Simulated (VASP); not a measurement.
Wanted: the native input for a VASP 6.6.1 run.

- Task: relaxation of the atoms
- Functional: PBE
- Potentials or basis: VASP PAW PBE potentials, release 64 (F, Sn_d, I, H)
- Cutoff: 520 eV
- k mesh: 1 × 1 × 1
- Occupations: gaussian, width 0.01 eV
- Spin: no spin polarisation
- Further INCAR settings: ALGO = Normal; EDIFF = 1e-06; IBRION = 2; EDIFFG = -0.01; NSW = 60

The structure of FSnIH2 lies in POSCAR:

```
SnH2IF
1.0
   13.0000000000      0.0000000000      0.0000000000
    0.0000000000     13.0000000000      0.0000000000
    0.0000000000      0.0000000000     12.0000000000
F Sn I H
1 1 1 2
Direct
    0.4044510000      0.4990350000      0.6200850000
    0.4699070000      0.5079920000      0.4764890000
    0.6243160000      0.3740740000      0.4859560000
    0.3797180000      0.4674410000      0.3878690000
    0.5135050000      0.6298860000      0.4697440000
```

The cell isn't the ideal one: atoms moved at random, drawn with an rms of 0.02 Å.

The input as run:

INCAR

```
SYSTEM = SnH2IF
  PREC = Accurate
  ENCUT = 520
  EDIFF = 1E-6
  ISMEAR = 0
  SIGMA = 0.01
  LREAL = .False.
  LASPH = .True.
  NELM = 100
  ALGO = Normal
  ISIF = 2
  LWAVE = .False.
  LCHARG = .False.
  GGA = PE
  IBRION = 2
  NSW = 60
  EDIFFG = -0.01
```

KPOINTS

```
regular mesh
0
Gamma
  1 1 1
  0 0 0
```

Potentials or basis: VASP PAW PBE potentials, release 64 (F, Sn_d, I, H).

Launch:

```bash
$ cat potpaw_PBE.64/F/POTCAR potpaw_PBE.64/Sn_d/POTCAR potpaw_PBE.64/I/POTCAR potpaw_PBE.64/H/POTCAR > POTCAR
$ mpirun -np 1 vasp_gam > vasp.out
```

Results of the run:

```json
{
  "Energy gained by relaxing": "7.0 meV/atom",
  "Ionic steps": "14",
  "Largest force after relaxing": "0.007 eV/Å",
  "Gap between the frontier levels": "4.07 eV"
}
```

Caveat: spin-orbit coupling is left out, which moves the levels of the heavy elements.

It took 8.7 min on 1 thread of AMD EPYC 9R45 (Zen 5), on a shared host, peak memory 1.7 GiB.
